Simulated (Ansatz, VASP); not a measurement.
# MnS (rocksalt prototype): VASP beside Ansatz, part 2 of 2

Wanted: the spread between two codes on one cell, functional and k mesh. The start cell is built, not measured: As first built, before any earlier steps moved the atoms (in the runner's words): rocksalt prototype, lattice guessed from radii. The two relaxations start from unlike cells of this crystal (the structure described is Ansatz's start), so only their ends are compared.

VASP 6.6.1 and Ansatz 0.2.0.

So far: Starting point; Ansatz: relaxation of cell and atoms, PBE, DFT+U.

### Step 3. VASP: relaxation of cell and atoms, PBE, DFT+U

Level of this step: PBE, DFT+U (Mn d 4.6 eV), spin-polarised from a ferromagnetic start; plane waves and PAW (Mn_pv, S) (VASP).

Its own start cell and the same functional, mesh and smearing now go to VASP, with its own data sets.

Lines of VASP's logs that name or quote its potential files are left out, and so is its time.

Input file INCAR:

```
SYSTEM = MnS
PREC = Accurate
ENCUT = 500
EDIFF = 1E-07
NELM = 200
ISMEAR = -1
SIGMA = 0.05
LREAL = .FALSE.
ALGO = Normal
GGA = PE
NBANDS = 19
ISPIN = 2
MAGMOM = 4.57 0.08
LDAU = .TRUE.
LDAUTYPE = 2
LDAUL = 2 -1
LDAUU = 4.6 0
LDAUJ = 0 0
LDAUPRINT = 1
LASPH = .TRUE.
LMAXMIX = 4
LORBIT = 11
LWAVE = .FALSE.
LCHARG = .FALSE.
ISIF = 3
IBRION = 2
NSW = 80
EDIFFG = -0.005
GGA_COMPAT = .FALSE.
NELMIN = 4
```

Input file POSCAR:

```
MnS
1.0
    0.0000000000      2.6509748486      2.6509748486
    2.6509748486      0.0000000000      2.6509748486
    2.6509748486      2.6509748486      0.0000000000
Mn S
1 1
Direct
    0.0000000000      0.0000000000      0.0000000000
    0.5000000000      0.5000000000      0.5000000000
```

Input file KPOINTS:

```
Automatic mesh
0
Gamma
8 8 8
0 0 0
```

The projector-augmented-wave data sets are Mn_pv and S (PBE family, release 64).

Launch:

```bash
$ mpirun -np 1 vasp_std
```

Numbers of over 12 decimals in the logs are rounded to 6 here.

The program printed:

```text
[banner, memory and clock lines left out]
running    1 mpi-ranks, on    1 nodes
 distrk:  each k-point on    1 cores,    1 groups
 distr:  one band on    1 cores,    1 groups

 POSCAR found type information on POSCAR MnS
 POSCAR found :  2 types and       2 ions
 LDA part: xc-table for (Slater+PW92), standard interpolation
 POSCAR, INCAR and KPOINTS ok, starting setup
 FFT: planning ... GRIDC
 FFT: planning ... GRID_SOFT
 FFT: planning ... GRID
 WAVECAR not read
 entering main loop
       N       E                     dE             d eps       ncg     rms          rms(c)
DAV:   1     0.150432010534E+03    0.15043E+03   -0.10183E+04  2228   0.100E+03
DAV:   2    -0.465801168264E+01   -0.15509E+03   -0.14607E+03  2360   0.282E+02
DAV:   3    -0.121601242826E+02   -0.75021E+01   -0.74283E+01  2561   0.682E+01
DAV:   4    -0.122521361549E+02   -0.92012E-01   -0.91943E-01  2450   0.771E+00
DAV:   5    -0.122535962747E+02   -0.14601E-02   -0.14601E-02  2450   0.102E+00    0.106E+01
DAV:   6    -0.123625595202E+02   -0.10896E+00   -0.55070E+00  2448   0.264E+01    0.108E+01
DAV:   7    -0.127063009215E+02   -0.34374E+00   -0.64731E-01  2363   0.679E+00    0.641E+00
DAV:   8    -0.128085411212E+02   -0.10224E+00   -0.10129E-01  2327   0.328E+00    0.351E+00
DAV:   9    -0.128403283478E+02   -0.31787E-01   -0.15765E-02  2451   0.147E+00    0.449E-01
DAV:  10    -0.128406872193E+02   -0.35887E-03   -0.31165E-03  2439   0.674E-01    0.269E-01
DAV:  11    -0.128408714974E+02   -0.18428E-03   -0.30097E-04  2402   0.171E-01    0.143E-01
DAV:  12    -0.128409372211E+02   -0.65724E-04   -0.88954E-05  2443   0.108E-01    0.826E-02
DAV:  13    -0.128409809476E+02   -0.43727E-04   -0.25687E-05  2332   0.457E-02    0.214E-02
DAV:  14    -0.128409815364E+02   -0.58875E-06   -0.84268E-06  2390   0.187E-02    0.659E-03
DAV:  15    -0.128409822405E+02   -0.70412E-06   -0.10262E-06  2399   0.686E-03    0.367E-03
DAV:  16    -0.128409823197E+02   -0.79205E-07   -0.64963E-08  1590   0.340E-03
   1 F= -.12840982E+02 E0= -.12840982E+02  d E =-.128410E+02  mag=     5.0000
 curvature:   0.00 expect dE= 0.000E+00 dE for cont linesearch  0.000E+00
 trial: gam= 0.00000 g(F)=  0.108E-61 g(S)=  0.340E-04 ort = 0.000E+00 (trialstep = 0.100E+01)
 search vector abs. value=  0.340E-04
 bond charge predicted
       N       E                     dE             d eps       ncg     rms          rms(c)
DAV:   1    -0.128415284592E+02   -0.54622E-03   -0.87485E-03  2351   0.120E+00    0.240E-01
DAV:   2    -0.128410053595E+02    0.52310E-03   -0.10381E-03  2368   0.466E-01    0.200E-01
DAV:   3    -0.128410121887E+02   -0.68292E-05   -0.11698E-04  2357   0.972E-02    0.559E-02
DAV:   4    -0.128409994128E+02    0.12776E-04   -0.15314E-05  2349   0.215E-02    0.339E-02
DAV:   5    -0.128409943080E+02    0.51048E-05   -0.27697E-06  2425   0.109E-02    0.148E-02
DAV:   6    -0.128409931365E+02    0.11715E-05   -0.12269E-06  2359   0.121E-02    0.845E-03
DAV:   7    -0.128409927117E+02    0.42480E-06   -0.33800E-07  2267   0.582E-03    0.104E-03
DAV:   8    -0.128409927135E+02   -0.18135E-08   -0.73307E-09  1159   0.935E-04
   2 F= -.12840993E+02 E0= -.12840993E+02  d E =-.103938E-04  mag=     5.0000
 trial-energy change:   -0.000010  1 .order   -0.000012   -0.000034    0.000009
 step:   0.7324(harm=  0.7874)  dis= 0.00000  next Energy=   -12.840994 (dE=-0.117E-04)
 reached required accuracy - stopping structural energy minimisation
```

OUTCAR, selected parts (step 3):

```text
ion  position               nearest neighbor table
   1  0.000  0.000  0.000-   2 2.65   2 2.65   2 2.65   2 2.65   2 2.65   2 2.65
   2  0.500  0.500  0.500-   1 2.65   1 2.65   1 2.65   1 2.65   1 2.65   1 2.65

  LATTYP: Found a face centered cubic cell.
 ALAT       =     5.3019496972

 Subroutine GETGRP returns: Found 48 space group operations
 (whereof 48 operations were pure point group operations)

The static configuration has the point symmetry O_h .

 Found     29 irreducible k-points:

   k-points           NKPTS =     29   k-points in BZ     NKDIM =     29   number of bands    NBANDS=     19

   dimension x,y,z NGX =    28 NGY =   28 NGZ =   28
   dimension x,y,z NGXF=    56 NGYF=   56 NGZF=   56

   ENCUT  =  500.0 eV  36.75 Ry    6.06 a.u.   6.84  6.84  6.84*2*pi/ulx,y,z

   NELECT =      19.0000    total number of electrons

 k-points in reciprocal lattice and weights: Automatic mesh
   0.00000000  0.00000000  0.00000000       0.002
   0.12500000  0.00000000  0.00000000       0.016
   0.25000000  0.00000000  0.00000000       0.016
   0.37500000  0.00000000  0.00000000       0.016
   0.50000000  0.00000000  0.00000000       0.008
   0.12500000  0.12500000  0.00000000       0.012
   0.25000000  0.12500000  0.00000000       0.047
   0.37500000  0.12500000  0.00000000       0.047
   0.50000000  0.12500000  0.00000000       0.047
[...]
-0.37500000  0.50000000  0.12500000       0.023
  -0.25000000  0.50000000  0.25000000       0.012

atom =   1  type =  1  l = 2

 onsite density matrix

spin component  1

  0.9371 -0.0000 -0.0000  0.0000  0.0000
 -0.0000  0.9371  0.0000  0.0000 -0.0000
 -0.0000  0.0000  0.9567 -0.0000 -0.0000
  0.0000  0.0000 -0.0000  0.9371  0.0000
  0.0000 -0.0000 -0.0000  0.0000  0.9567

spin component  2

  0.0123  0.0000 -0.0000  0.0000 -0.0000
  0.0000  0.0123 -0.0000 -0.0000 -0.0000
 -0.0000 -0.0000  0.0649  0.0000  0.0000
  0.0000 -0.0000  0.0000  0.0123  0.0000
 -0.0000 -0.0000  0.0000  0.0000  0.0649

 occupancies and eigenvectors

  o =  0.0123  v =  0.0000  0.0000  0.0000  0.0000  0.0000  0.0002 -1.0000 -0.0000  0.0044  0.0000      0.0000  0.0000  0.0000  0.0000  0.0000  0.0000  0.0000  0.0000  0.0000  0.0000
  o =  0.0123  v =  0.0000  0.0000  0.0000  0.0000  0.0000  0.0027 -0.0044  0.0000 -1.0000  0.0000      0.0000  0.0000  0.0000  0.0000  0.0000  0.0000  0.0000  0.0000  0.0000  0.0000
  o =  0.0123  v =  0.0000  0.0000  0.0000  0.0000  0.0000  1.0000  0.0002  0.0000  0.0027  0.0000      0.0000  0.0000  0.0000  0.0000  0.0000  0.0000  0.0000  0.0000  0.0000  0.0000
  o =  0.0649  v =  0.0000  0.0000  0.0000  0.0000  0.0000 -0.0000 -0.0000 -0.0282  0.0000  0.9996      0.0000  0.0000  0.0000  0.0000  0.0000  0.0000  0.0000  0.0000  0.0000  0.0000
  o =  0.0649  v =  0.0000  0.0000  0.0000  0.0000  0.0000  0.0000  0.0000 -0.9996 -0.0000 -0.0282      0.0000  0.0000  0.0000  0.0000  0.0000  0.0000  0.0000  0.0000  0.0000  0.0000
  o =  0.9371  v =  1.0000  0.0000  0.0000  0.0000  0.0000  0.0000  0.0000  0.0000  0.0000  0.0000      0.0000  0.0000  0.0000  0.0000  0.0000  0.0000  0.0000  0.0000  0.0000  0.0000
  o =  0.9371  v =  0.0000 -0.0641 -0.0000  0.9979 -0.0000  0.0000  0.0000  0.0000  0.0000  0.0000      0.0000  0.0000  0.0000  0.0000  0.0000  0.0000  0.0000  0.0000  0.0000  0.0000
  o =  0.9371  v =  0.0000  0.9979  0.0000  0.0641 -0.0000  0.0000  0.0000  0.0000  0.0000  0.0000      0.0000  0.0000  0.0000  0.0000  0.0000  0.0000  0.0000  0.0000  0.0000  0.0000
  o =  0.9567  v =  0.0000 -0.0000  1.0000  0.0000  0.0057  0.0000  0.0000  0.0000  0.0000  0.0000      0.0000  0.0000  0.0000  0.0000  0.0000  0.0000  0.0000  0.0000  0.0000  0.0000
  o =  0.9567  v =  0.0000  0.0000 -0.0057  0.0000  1.0000  0.0000  0.0000  0.0000  0.0000  0.0000      0.0000  0.0000  0.0000  0.0000  0.0000  0.0000  0.0000  0.0000  0.0000  0.0000

 average (electrostatic) potential at core
       1 -69.2461       2 -85.3166

 E-fermi :   6.2247

 spin component 1
 k-point     1 :       0.0000    0.0000    0.0000
  band No.  band energies     occupation
    ...
      8       0.6943      1.00000
      9       0.6943      1.00000
     10       4.4774      1.00000
     11       4.4774      1.00000
     12       4.4774      1.00000
     13       7.4663      0.00000
     14      14.2578      0.00000
     15      14.2578      0.00000
     16      14.2578      0.00000
     17      16.6212      0.00000
    ...

 k-point     2 :       0.1250    0.0000    0.0000
  band No.  band energies     occupation
    ...
      8       0.7369      1.00000
      9       0.7369      1.00000
     10       3.5446      1.00000
     11       4.6547      1.00000
     12       4.6547      1.00000
     13       8.4174      0.00000
     14      13.2765      0.00000
     15      14.1675      0.00000
     16      14.1675      0.00000
     17      15.6926      0.00000
    ...

 k-point     3 :       0.2500    0.0000    0.0000
  band No.  band energies     occupation
    ...
      8       0.8514      1.00000
      9       0.8514      1.00000
     10       2.3419      1.00000
     11       5.0612      1.00000
     12       5.0612      1.00000
     13       9.3723      0.00000
     14      12.7463      0.00000
     15      12.9916      0.00000
     16      12.9916      0.00000
     17      16.0697      0.00000
    ...

 k-point     4 :       0.3750    0.0000    0.0000
  band No.  band energies     occupation
    ...
      8       0.9700      1.00000
      9       0.9700      1.00000
     10       1.8547      1.00000
     11       5.4632      1.00000
     12       5.4632      1.00000
     13       9.1446      0.00000
     14      11.8585      0.00000
     15      11.8585      0.00000
     16      13.5496      0.00000
     17      17.0389      0.00000
    ...

 k-point     5 :       0.5000    0.0000    0.0000
  band No.  band energies     occupation
    ...
      8       1.0204      1.00000
      9       1.0204      1.00000
     10       1.7728      1.00000
     11       5.6362      0.99999
     12       5.6362      0.99999
     13       8.9054      0.00000
     14      11.4273      0.00000
     15      11.4273      0.00000
     16      13.9809      0.00000
     17      17.7131      0.00000
    ...

 k-point     6 :       0.1250    0.1250    0.0000
  band No.  band energies     occupation
    ...
      8       0.7096      1.00000
      9       0.7096      1.00000
     10       3.9067      1.00000
     11       4.3185      1.00000
     12       4.3185      1.00000
     13       8.8180      0.00000
     14      13.1765      0.00000
     15      13.7502      0.00000
     16      14.2684      0.00000
     17      14.2684      0.00000
    ...

  Total       -0.0058549     -0.0058549     -0.0058549      0.0000000     -0.0000000      0.0000000
  in kB       -0.2513621     -0.2513621     -0.2513621      0.0000000     -0.0000000      0.0000000
  external PRESSURE =      -0.2513621 kB  Pullay stress =       0.0000000 kB

  energy-cutoff  :      500.00
  volume of cell :       37.32
      direct lattice vectors                 reciprocal lattice vectors
     0.000000000  2.652361145  2.652361145    -0.188511282  0.188511282  0.188511282
     2.652361145  0.000000000  2.652361145     0.188511282 -0.188511282  0.188511282
     2.652361145  2.652361145 -0.000000000     0.188511282  0.188511282 -0.188511282

 POSITION                                       TOTAL-FORCE (eV/Angst)
 -----------------------------------------------------------------------------------
      2.65236      0.00000      2.65236         0.000000      0.000000     -0.000000
      2.65236      2.65236      2.65236        -0.000000     -0.000000      0.000000
 -----------------------------------------------------------------------------------
    total drift:                                0.000000      0.000000      0.000000

  FREE ENERGIE OF THE ION-ELECTRON SYSTEM (eV)
  ---------------------------------------------------
  free  energy   TOTEN  =       -12.8409927135 eV

  energy  without entropy=      -12.8409923696  energy(sigma->0) =      -12.84099254

 reached required accuracy - stopping structural energy minimisation

 total charge
# of ion       s       p       d       tot
------------------------------------------
    1        0.210   6.154   4.875  11.240
    2        1.321   2.445   0.000   3.766
--------------------------------------------------
tot          1.531   8.600   4.875  15.006

 magnetization (x)
# of ion       s       p       d       tot
------------------------------------------
    1        0.047   0.035   4.548   4.630
    2        0.018   0.047   0.000   0.065
--------------------------------------------------
tot          0.066   0.082   4.548   4.695

[... 6 further parts left out ...]
```

The cell holds one magnetic atom, so no antiferromagnetic order fits into it.

### Step 4. Comparison

Known differences besides the potentials themselves: VASP starts from the moments at which Ansatz ended; U acts on the PAW sphere in VASP and on atomic orbitals in Ansatz, so only states and trends compare; the data sets hold 21 valence electrons in Ansatz (on its default PAW (the set named soft_2) files) and 19 in VASP; the cutoff is 420 eV in Ansatz and 500 eV in VASP; Ansatz adds a Pulay correction to the stress that steers its cell, VASP none; site moments are counted in spheres of each program's own size. Total energies have different zeros and are not compared.

Compared:

```csv
quantity,Ansatz,VASP,difference
volume (Å³),37.78,37.32,+1.23 %
"edge a after relaxation, in the typed setting (Å)",3.766,3.751,+0.41 %
total moment (μB),5.00,5.00,0.00
moment on Mn1 (μB),4.57,4.63,-0.06
moment on S2 (μB),0.08,0.07,+0.01
```

### Step 5. What came out

- difference in volume (relaxation of cell and atoms, PBE, DFT+U): 1.2 %

**Reading.** The difference in volume is 1.2 % (relaxation of cell and atoms, PBE, DFT+U). The data sets hold unlike numbers of valence electrons (21 in Ansatz and 19 in VASP), so part of the differences comes from the potentials. What causes the difference of the relaxation of cell and atoms, PBE, DFT+U pair stays open here. How closely two codes agree says nothing of how well the functional describes the real material.

[Lines on the potential files, build, host, timing and source positions are cut from VASP's logs without a mark.]

[Logs are printed without paths, hosts, clocks, repeated set-up lines and the standing remarks that a program may print on its own settings, such as how far it seeks lower states.]

[Hosts, paths, dates, database ids (printed as entryN), source tags and the programs' standing remarks are cut or masked in the printed files.]
